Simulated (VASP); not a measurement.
Here is the system:

```
CSi3
1.0
    0.01467     5.04495     4.84505
    5.04495     0.01467     4.84505
    2.52981     2.52981     0.00000
Si C
6 2
Direct
  0.99290   0.99290   0.01419
  0.13210   0.13210   0.23581
  0.95473   0.52229   0.02298
  0.17027   0.60271   0.22702
  0.52229   0.95473   0.02298
  0.60271   0.17027   0.22702
  0.51089   0.51089   0.97822
  0.61411   0.61411   0.27178
```

These are PBEsol GGA, VASP's PBE PAW potentials (set 64) (plane waves; VASP) values and carry that method's errors. Numerical set-up: 520 eV cut-off, 6×6×12 Γ-centred mesh, tetrahedra with Blöchl corrections, potentials Si C.

For a metal the tetrahedron method with Blöchl corrections gives inexact stress and forces.

Q: Estimate the energy per atom (σ→0), largest force, band gap (on the k-mesh) with the smallest direct gap where there is one.

A: 
| Item | Value |
|---|---|
| band gap (on the k-mesh) | none (metal, semimetal or under 0.01 eV) |
| energy per atom (σ→0) | -6.016 eV/atom |
| largest force | 0.088 eV/Å |

Total energies compare only between runs with the same potentials, cut-off and functional.

The structure was generated: C2Si6 was put into an ordered model structure (Cmcm), which need not be its known phase. It was relaxed first.
